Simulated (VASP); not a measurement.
Here is the system:

```
Re
1.0
    1.37634    -2.38389     0.00000
    1.37634     2.38389     0.00000
    0.00000     0.00000     4.45951
Re
2
Direct
  0.33333   0.66667   0.25000
  0.66667   0.33333   0.75000
```

Computed with PBE GGA with D3 dispersion (zero damping), VASP's PBE PAW potentials (set 64) (plane waves; VASP). Settings: 520 eV cut-off, Gaussian smearing of 0.050 eV, potentials Re.

### Question
Give the energies of bands 1 to 10 at the high-symmetry points, in eV from the Fermi level.

### Answer

| band | Γ | M | K | A | L | H |
|---|---|---|---|---|---|---|
| 1 | -9.88 | -6.00 | -5.23 | -7.54 | -6.31 | -4.55 |
| 2 | -6.65 | -5.85 | -4.04 | -7.54 | -6.31 | -4.55 |
| 3 | -1.61 | -5.28 | -4.04 | -2.40 | -4.12 | -3.73 |
| 4 | -1.57 | -1.91 | -3.36 | -2.40 | -4.12 | -3.73 |
| 5 | -1.57 | -1.71 | -2.13 | -1.69 | 0.43 | -2.14 |
| 6 | -0.74 | -1.39 | -2.13 | -1.69 | 0.43 | -2.14 |
| 7 | -0.74 | -0.61 | -0.03 | -1.69 | 0.96 | 0.08 |
| 8 | 0.23 | 4.04 | 3.06 | -1.69 | 0.96 | 0.08 |
| 9 | 0.23 | 4.40 | 3.06 | 2.58 | 4.35 | 3.42 |
| 10 | 0.61 | 4.57 | 3.51 | 2.58 | 4.36 | 3.42 |

It has no gap at this level: it comes out as a metal or semimetal.

The compound is Re in the hcp structure. It was relaxed first.
